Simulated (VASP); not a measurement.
# A VASP study of TiTe2 (PBE): structure first, properties next, part 2 of 2

What structure and properties does PBE give TiTe2, and how near are they to the measured ones? The start is a cell from a database of measured crystal structures.

VASP 6.6.1; PBE, no spin polarisation; plane waves and PAW (Ti_sv, Te).

Still holding for the runs below: This run has no spin polarisation, although Ti can carry a moment. The k-mesh is coarse for a metal.

So far. Step 10 (Volume scan with PBE, volume scale 0.98): The run ends at a pressure of 1.31 GPa, with forces up to 0.18 eV/Å.

**11. Volume scan with PBE, volume scale 1**

INCAR reads:

```
SYSTEM = TiTe2
PREC = Accurate
ENCUT = 400
EDIFF = 1E-06
NELM = 100
ISMEAR = 0
SIGMA = 0.05
LREAL = .FALSE.
ALGO = Normal
GGA = PE
NBANDS = 18
LASPH = .TRUE.
LORBIT = 11
LWAVE = .FALSE.
LCHARG = .FALSE.
KPAR = 2
ISIF = 2
```

POSCAR reads:

```
TiTe2
1.0
    3.7936548783      0.0000000000      0.0000000000
   -1.8968274391      3.2854014977      0.0000000000
    0.0000000000      0.0000000000      6.6396622568
Ti Te
1 2
Direct
    0.0000000000      0.0000000000      0.0000000000
    0.6666666667      0.3333333333      0.2570798756
    0.3333333333      0.6666666667      0.7429201244
```

KPOINTS reads:

```
Automatic mesh
0
Gamma
7 7 4
0 0 0
```

Potentials, in the order of the species: Ti_sv and Te (PBE family, release 64).

The run is started by

```sh
$ mpirun -np 2 vasp_std
```

Elapsed: 9.2 s, on 2 MPI ranks of Intel Xeon 6975P-C (Granite Rapids), shared host; peak memory 0.38 GiB.

The pressure falls from 1.31 to -0.12 GPa, so it vanishes between these two volumes.

**12. Volume scan with PBE, volume scale 1.02**

INCAR is that of step 11.

POSCAR reads:

```
TiTe2
1.0
    3.8187791527      0.0000000000      0.0000000000
   -1.9093895763      3.3071597576      0.0000000000
    0.0000000000      0.0000000000      6.6836348115
Ti Te
1 2
Direct
    0.0000000000      0.0000000000      0.0000000000
    0.6666666667      0.3333333333      0.2570798756
    0.3333333333      0.6666666667      0.7429201244
```

KPOINTS is that of step 11.

The run is started by

```sh
$ mpirun -np 2 vasp_std
```

Elapsed: 10 s, on 2 MPI ranks; peak memory 0.36 GiB; 18 s of CPU time.

The pressure falls from -0.12 to -1.14 GPa.

The run ends at a pressure of -1.14 GPa, with forces up to 0.16 eV/Å.

**13. Volume scan with PBE, volume scale 1.04**

INCAR is that of step 12.

POSCAR reads:

```
TiTe2
1.0
    3.8435771148      0.0000000000      0.0000000000
   -1.9217885573      3.3286354227      0.0000000000
    0.0000000000      0.0000000000      6.7270362537
Ti Te
1 2
Direct
    0.0000000000      0.0000000000      0.0000000000
    0.6666666667      0.3333333333      0.2570798756
    0.3333333333      0.6666666667      0.7429201244
```

KPOINTS is that of step 12.

The run is started by

```sh
$ mpirun -np 2 vasp_std
```

The job ended after 11 s (2 MPI ranks; peak memory 0.37 GiB).

The pressure falls from -1.14 to -2.19 GPa.

The run ends at a pressure of -2.19 GPa, with forces up to 0.31 eV/Å.

**14. Volume scan with PBE, volume scale 1.06**

A prediction first. A parabola through the 6 pressures of evenly scaled cells so far, P = -0.03 -61.0 t +155 t² GPa with t = ln(V/V₁) and V₁ the volume at scale 1, gives -3.06 GPa at t = +0.0583.

INCAR is that of step 13.

POSCAR reads:

```
TiTe2
1.0
    3.8680591578      0.0000000000      0.0000000000
   -1.9340295788      3.3498374939      0.0000000000
    0.0000000000      0.0000000000      6.7698847736
Ti Te
1 2
Direct
    0.0000000000      0.0000000000      0.0000000000
    0.6666666667      0.3333333333      0.2570798756
    0.3333333333      0.6666666667      0.7429201244
```

KPOINTS is that of step 13.

The run is started by

```sh
$ mpirun -np 2 vasp_std
```

Wall time 11 s (2 MPI ranks); peak memory 0.36 GiB.

The pressure falls from -2.19 to -3.16 GPa. The parabola predicted -3.06 GPa, +0.10 GPa off.

**15. The series together**

Times are for 2 MPI ranks of Intel Xeon 6975P-C (Granite Rapids), shared host. Results by setting:

| no. | volume scale | energy above the lowest point (meV/atom) | pressure (GPa) | time | memory (GiB) |
| --- | --- | --- | --- | --- | --- |
| 1 | 0.94 | 22.9 | 4.320 | 7 s | 0.32 |
| 2 | 0.96 | 10.24 | 2.737 | 7.6 s | 0.33 |
| 3 | 0.98 | 2.78 | 1.315 | 9.8 s | 0.37 |
| 4 | 1 | 0 | -0.1194 | 9.2 s | 0.38 |
| 5 | 1.02 | 1.43 | -1.137 | 10 s | 0.36 |
| 6 | 1.04 | 6.7 | -2.186 | 11 s | 0.37 |
| 7 | 1.06 | 15.37 | -3.164 | 11 s | 0.36 |

**16. Fit for PBE**

This step: Birch-Murnaghan fit, PBE; plane waves and PAW (VASP 6.6.1).

Derived from the runs above.

Numbers from this step:

- pressure derivative of the bulk modulus: 4.196
- r.m.s. error of the fit: 5.67e-6 eV/atom
- minimum inside the sampled range: yes
- bulk modulus: 60.53 GPa
- equilibrium volume of the fit: 27.66 Å³/atom

Table of energy above the fitted minimum by volume:

| volume (Å³/atom) | energy above the fitted minimum (eV/atom) |
| --- | --- |
| 25.93 | 0.0229 |
| 26.48 | 0.0103 |
| 27.03 | 0.00282 |
| 27.58 | 4.4e-5 |
| 28.14 | 0.00148 |
| 28.69 | 0.00675 |
| 29.24 | 0.0154 |

The fitted volume lies +0.28 % from the relaxed one. At a finite cutoff and mesh the minimum of the energy and the zero of the stress don't quite coincide, and the relaxation stops at a threshold. The atoms bear forces along the scan, since they were held; freeing them would lower the modulus.

**17. What came out**

```json
{"relaxed volume": "27.58 Å³/atom", "relaxed conventional cell a, b, c": "3.794, 3.794, 6.640 Å; angles 90.0, 90.0, 120.0°", "space group after relaxing, within 0.02 Å": "P-3m1 (No. 164)", "band gap": "none, a metal", "DOS at the Fermi level": "1.42 states/eV/cell", "highest zone-centre mode": "262 cm⁻¹", "bulk modulus from the fit": "60.5 GPa", "volume from the fit": "27.7 Å³/atom"}
```

In words: With PBE, TiTe2 relaxes to 27.58 Å³/atom in space group P-3m1 (held by the symmetry of the run), comes out as a metal and has a bulk modulus of 60.5 GPa at fixed shape and positions, an upper bound. Against the listed cell the volume lies +3.1 % (a +0.4 %, c +2.2 %). Bands along the symmetry lines (PBE): Of the bands kept, 4 cross the Fermi level on this path. Vibrations at Γ (PBE): The highest mode in this list at Γ, 262.3 cm⁻¹, is mostly motion of Ti (84 % of the kinetic energy). Spin-orbit coupling is left out, and with elements this heavy it would split and shift bands near the Fermi level. The k-sampling is coarse for a metal, so the Fermi level, pressures and the shape of the cell carry errors. Magnetism was not tested. Modes at Γ alone can't show that the crystal is stable at other wave vectors. The bonds form layers, and without a dispersion term the spacing between them, and what depends on it, is unreliable. No search among competing phases was made, and a listed structure need not be the one stable at ambient conditions. All values are for a static lattice at zero temperature.

Comparison with the measured values:

| quantity | measured | PBE |
| --- | --- | --- |
| Raman mode, Eg, earlier experiment … (cm⁻¹) | 102 | 97 (-5.1 %) |
| Raman mode, A1g, earlier experiment … (cm⁻¹) | 145 | 138 (-4.8 %) |

Measured values from arxiv:1709.00815 (2017).

Verdict: The Raman mode is off by -5.1 %: fair agreement. The Raman mode is off by -4.8 %: fair agreement. The grades are ours: good and fair within 3 and 7 % for the Raman mode. Zero-point motion and thermal expansion are not in the computed Raman mode.

[Lines on the potential files, build, host, timing and source positions are cut from VASP's logs without a mark.]

[Logs are printed without paths, hosts, clocks, repeated set-up lines and the standing remarks that a program may print on its own settings, such as how far it seeks lower states.]

[Hosts, paths, dates, database ids (printed as entryN), source tags and the programs' standing remarks are cut or masked in the printed files.]

[A measured line is paired with the nearest computed mode of its activity, which favours agreement.]
